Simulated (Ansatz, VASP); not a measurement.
# One calculation of MgCdS4, two programs

File INCAR:

```
  PREC = Accurate
  ENCUT = 520
  EDIFF = 1E-7
  ISMEAR = 0
  SIGMA = 0.1
  LREAL = False
  LASPH = True
  NELM = 60
  ALGO = Normal
  ISIF = 2
  LWAVE = False
  LCHARG = True
  GGA = PE
  LELF = True
  LVHAR = True
  NBANDS = 28
```

Contents of KPOINTS:

```
regular mesh
0
Gamma
  4 4 4
```

Contents of POSCAR:

```
MgCdS4
1.0
   -3.6496614600      3.6496614600      2.8563044500
    3.6496614600     -3.6496614600      2.8563044500
    3.6496614600      3.6496614600     -2.8563044500
Mg Cd S
1 1 4
Direct
    0.5000000000      0.5000000000      0.0000000000
    0.0000000000      0.0000000000      0.0000000000
    0.2739896400      0.2739896400      0.5479792800
    0.7260103600      0.7260103600      0.4520207200
    0.2739896400      0.7260103600      0.0000000000
    0.7260103600      0.2739896400      0.0000000000
```

Input for Ansatz:

```yaml
crystal:
  lattice:
    - [-3.64966146, 3.64966146, 2.85630445]
    - [3.64966146, -3.64966146, 2.85630445]
    - [3.64966146, 3.64966146, -2.85630445]
  atoms:
    - { symbol: Mg, position: [0.5, 0.5, 0.0] }
    - { symbol: Cd, position: [0.0, 0.0, 0.0] }
    - { symbol: S, position: [0.27398964, 0.27398964, 0.54797928] }
    - { symbol: S, position: [0.72601036, 0.72601036, 0.45202072] }
    - { symbol: S, position: [0.27398964, 0.72601036, 0.0] }
    - { symbol: S, position: [0.72601036, 0.27398964, 0.0] }
basis:
  ecutwfc: 420
kpoints:
  mp_grid: { grid: [4, 4, 4] }
hamiltonian:
  xc: pbe
scf:
  occupations: { method: gaussian, width: 0.1 }
  lower_state_search: "off"
output:
  forces: true
  stress: true
  eigenvalues: true
```

Alike in both runs: task single point; functional PBE; k mesh 4 × 4 × 4; occupations gaussian, width 0.1 eV; no spin polarisation.

|  | VASP | Ansatz |
| --- | --- | --- |
| version | VASP 6.6.1 | Ansatz 0.2.0 |
| potentials or method | VASP PAW PBE potentials, release 64 (Mg, Cd, S) | scalar-relativistic, plane waves, PAW |
| plane-wave cutoff (eV) | 520 | 420 |
| valence electrons in the cell | 38 | 54 |

```csv
,VASP,Ansatz,Ansatz less VASP
gap on the k mesh at the Fermi level (eV),none,none,-
pressure (GPa),-0.7,-0.7,-0.02
largest component of the traceless stress (GPa),4.29,4.25,-0.036
rms of the force components (eV/Å),1.012,1.019,+0.0072
```

Atom by atom the forces differ by 0.007 eV/Å (rms over components). A gap of «none» marks a metal or a gap that the smearing closes. The two sets of potentials don't hold the same shells in valence.

Caveats: forces of over 1 eV/Å show positions far from the minimum, so gaps and moduli don't describe the material at rest.
